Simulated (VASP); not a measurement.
Computed with PBEsol GGA, VASP's PBE PAW potentials (set 64) (plane waves; VASP).

The input files of a VASP run:

INCAR:
```
PREC=Accurate
ENCUT=520   # plane-wave cut-off (eV)
EDIFF=1E-7
CSHIFT=0.1
ISMEAR=0
LASPH=.TRUE.
SIGMA=0.01   # width (eV)
NBANDS=63
NELM=100   # most electronic steps
LWAVE=.FALSE.
NEDOS=1001   # DOS grid
GGA=PS   # PBEsol
ALGO=Normal
LOPTICS=.TRUE.
LCHARG=.FALSE.
LREAL=.FALSE.   # projection in real space or not
LMAXMIX=4   # l cut-off of mixed one-centre charges
SYSTEM=Mg2ZnO3
```

File KPOINTS:
```
Automatic mesh
0
Gamma
11 11 4
0 0 0
```

**POSCAR**
```
Mg2ZnO3
1
    2.9965640279     0.0000000000     0.0000000000
   -1.4982820140     2.5951005244     0.0000000000
    0.0000000000     0.0000000000     7.3097359198
Mg Zn O
2 1 3
Direct
  0.3333330000   0.6666670000   0.6659932969
  0.6666670000   0.3333330000   0.3340067031
  1.0000000000   0.0000000000   1.0000000000
  0.3333330000   0.6666670000   0.1720486354
  0.6666670000   0.3333330000   0.8279513646
  1.0000000000   0.0000000000   0.5000000000
```

POTCAR, in this order: Mg Zn O (PBE.64 set). Program: vasp_std.

Output

OSZICAR:
```
       N       E                     dE             d eps       ncg     rms          rms(c)
DAV:   1     0.242900365649E+03    0.24290E+03   -0.13211E+04  8033   0.628E+02
DAV:   2    -0.121142190453E+02   -0.25501E+03   -0.21882E+03  7755   0.193E+02
DAV:   3    -0.384143907805E+02   -0.26300E+02   -0.25547E+02  8503   0.564E+01
DAV:   4    -0.388813905182E+02   -0.46700E+00   -0.46632E+00  8480   0.732E+00
DAV:   5    -0.388832622734E+02   -0.18718E-02   -0.18716E-02  8572   0.427E-01    0.132E+01
DAV:   6    -0.346162543599E+02    0.42670E+01   -0.12693E+00  9971   0.248E+01    0.762E+00
DAV:   7    -0.345903363478E+02    0.25918E-01   -0.91054E-01  8642   0.463E+00    0.447E+00
DAV:   8    -0.345284615835E+02    0.61875E-01   -0.10182E-01  9547   0.274E+00    0.917E-01
DAV:   9    -0.345244813364E+02    0.39802E-02   -0.12887E-02  9256   0.641E-01    0.231E-01
DAV:  10    -0.345240755570E+02    0.40578E-03   -0.35970E-03  8271   0.284E-01    0.849E-02
DAV:  11    -0.345240877831E+02   -0.12226E-04   -0.22480E-04  8672   0.600E-02    0.229E-02
DAV:  12    -0.345240883854E+02   -0.60228E-06   -0.22999E-05  8626   0.284E-02    0.112E-02
DAV:  13    -0.345240899112E+02   -0.15259E-05   -0.32160E-06  9441   0.154E-02    0.248E-03
DAV:  14    -0.345240898956E+02    0.15662E-07   -0.69002E-07  8680   0.571E-03
   1 F= -.34524090E+02 E0= -.34524090E+02  d E =-.140401E-17
 imaginary and real dielectric function
```

**OUTCAR**
```
------------------------ aborting loop because EDIFF is reached ----------------------------------------
  FORCE on cell =-STRESS in cart. coord.  units (eV):
  Direction    XX          YY          ZZ          XY          YZ          ZX
  --------------------------------------------------------------------------------------
  Total       -0.0079784     -0.0079784     -0.0276004      0.0000000      0.0000000     -0.0000000
  in kB       -0.2248786     -0.2248785     -0.7779416      0.0000000      0.0000000     -0.0000000
  external PRESSURE =      -0.4092329 kB  Pullay stress =       0.0000000 kB
  volume of cell :       56.84
      direct lattice vectors                 reciprocal lattice vectors
     2.996564028  0.000000000  0.000000000     0.333715546  0.192670764  0.000000000
    -1.498282014  2.595100524  0.000000000     0.000000000  0.385341527  0.000000000
     0.000000000  0.000000000  7.309735920     0.000000000  0.000000000  0.136803848
 POSITION                                       TOTAL-FORCE (eV/Angst)
 -----------------------------------------------------------------------------------
     -0.00000      1.73007      4.86824        -0.000000      0.000000      0.002218
      1.49828      0.86503      2.44150        -0.000000     -0.000000     -0.002218
      0.00000      0.00000      0.00000        -0.000000      0.000000      0.000000
     -0.00000      1.73007      1.25763         0.000000     -0.000000     -0.011052
      1.49828      0.86503      6.05211        -0.000000      0.000000      0.011052
      0.00000      0.00000      3.65487        -0.000000      0.000000      0.000000
 -----------------------------------------------------------------------------------
    total drift:                                0.000000     -0.000000      0.000000
  FREE ENERGIE OF THE ION-ELECTRON SYSTEM (eV)
  ---------------------------------------------------
  free  energy   TOTEN  =       -34.5240898956 eV

  energy  without entropy=      -34.5240898956  energy(sigma->0) =      -34.52408990

 plasma frequency squared (from intraband transitions) (eV^2)
  --------------------------------------------------------------------------------------
       0.000      -0.000       0.000
      -0.000       0.000      -0.000
       0.000      -0.000       0.000

 plasma frequency squared (from interband transitions, int dw w eps(2)(w)) (eV^2)
  --------------------------------------------------------------------------------------
     480.202       0.000      -0.000       0.000      -0.000       0.000
      -0.000      -0.000     480.202       0.000       0.000      -0.000
      -0.000      -0.000       0.000       0.000     480.150       0.000
```
(Selected blocks of OUTCAR.)

**OUTCAR**
```
 val. band max:        2.9990960471   @ k =   0.0000   0.0000   0.5000

 cond. band min:       6.0382188015   @ k =   0.0000   0.0000   0.0000


 Fermi energy:         3.0542648934

 k-point     1 :       0.0000    0.0000    0.0000
  band No.  band energies     occupation
      1     -14.7816      2.00000
      2     -13.8861      2.00000
      3     -13.6562      2.00000
      4      -2.7032      2.00000
      5      -1.7659      2.00000
      6      -1.7659      2.00000
      7      -1.0941      2.00000
      8      -1.0883      2.00000
      9      -1.0883      2.00000
     10      -0.3349      2.00000
     11       1.9703      2.00000
     12       1.9704      2.00000
     13       2.4658      2.00000
     14       2.4877      2.00000
     15       2.4877      2.00000
     16       2.9121      2.00000
     17       2.9121      2.00000
     18       6.0382      0.00000
     19       9.3655      0.00000
     20       9.7164      0.00000
     21      14.3738      0.00000
     22      14.9042      0.00000
     23      17.5308      0.00000
     24      17.5308      0.00000
     25      18.6017      0.00000
     26      18.6017      0.00000
     27      19.1430      0.00000
     28      19.6003      0.00000
     29      19.6003      0.00000
     30      21.9187      0.00000
     31      22.9695      0.00000
     32      22.9695      0.00000
     33      22.9913      0.00000
     34      23.3882      0.00000
     35      24.5814      0.00000
     36      24.5814      0.00000
     37      25.5877      0.00000
     38      25.5877      0.00000
     39      25.6804      0.00000
     40      26.1049      0.00000
     41      26.1050      0.00000
     42      31.0571      0.00000
     43      31.7131      0.00000
     44      31.7132      0.00000
     45      31.9783      0.00000
     46      34.4507      0.00000
     47      34.4507      0.00000
     48      36.9473      0.00000
     49      37.0267      0.00000
     50      37.0267      0.00000
     51      38.0382      0.00000
...
```

The structure comes from a computed database's Mg2ZnO3 entry (P-3m1); how it stands against other phases isn't given here. It was relaxed first.
